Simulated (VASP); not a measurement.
OSZICAR of a VASP run on SrCl2 (fluorite):

### OSZICAR
```
       N       E                     dE             d eps       ncg     rms          rms(c)
DAV:   1     0.148731217214E+03    0.14873E+03   -0.11682E+04   512   0.132E+03
DAV:   2    -0.621426093923E+01   -0.15495E+03   -0.15226E+03   696   0.253E+02
DAV:   3    -0.141279274808E+02   -0.79137E+01   -0.79059E+01   680   0.620E+01
DAV:   4    -0.143850264911E+02   -0.25710E+00   -0.25703E+00   920   0.934E+00
DAV:   5    -0.143879514253E+02   -0.29249E-02   -0.29248E-02   720   0.837E-01    0.164E+01
DAV:   6    -0.141129005498E+02    0.27505E+00   -0.65641E-01   672   0.463E+00    0.105E+01
DAV:   7    -0.140837397079E+02    0.29161E-01   -0.36594E-01   680   0.385E+00    0.142E+00
DAV:   8    -0.140772276920E+02    0.65120E-02   -0.59569E-02   640   0.141E+00    0.296E-01
DAV:   9    -0.140776027372E+02   -0.37505E-03   -0.16003E-03   696   0.269E-01    0.110E-01
DAV:  10    -0.140777737069E+02   -0.17097E-03   -0.16097E-04   736   0.822E-02    0.274E-02
DAV:  11    -0.140777972933E+02   -0.23586E-04   -0.21060E-05   768   0.291E-02    0.142E-02
DAV:  12    -0.140777986040E+02   -0.13107E-05   -0.41130E-06   640   0.116E-02    0.257E-03
DAV:  13    -0.140777987459E+02   -0.14193E-06   -0.28238E-07   552   0.379E-03
   1 F= -.14077799E+02 E0= -.14077799E+02  d E =-.140778E+02
```

Problem. Which electronic solver shows in the log?

Solution. It is blocked Davidson (ALGO = Normal, or the opening steps of other solvers). The INCAR had ALGO = Normal.

Problem. Can the final energy be trusted as converged?

Solution. Self-consistency was reached. It stopped with EDIFF = 1E-6, NELM = 100, NSW = 40 and EDIFFG = -0.02 after 1 ionic step (LDA (Ceperley-Alder, Perdew-Zunger), plane waves, VASP's LDA PAW potentials (set 64)).

The compound is SrCl2 in the fluorite structure. It was relaxed first, which changed the volume by -7 %.
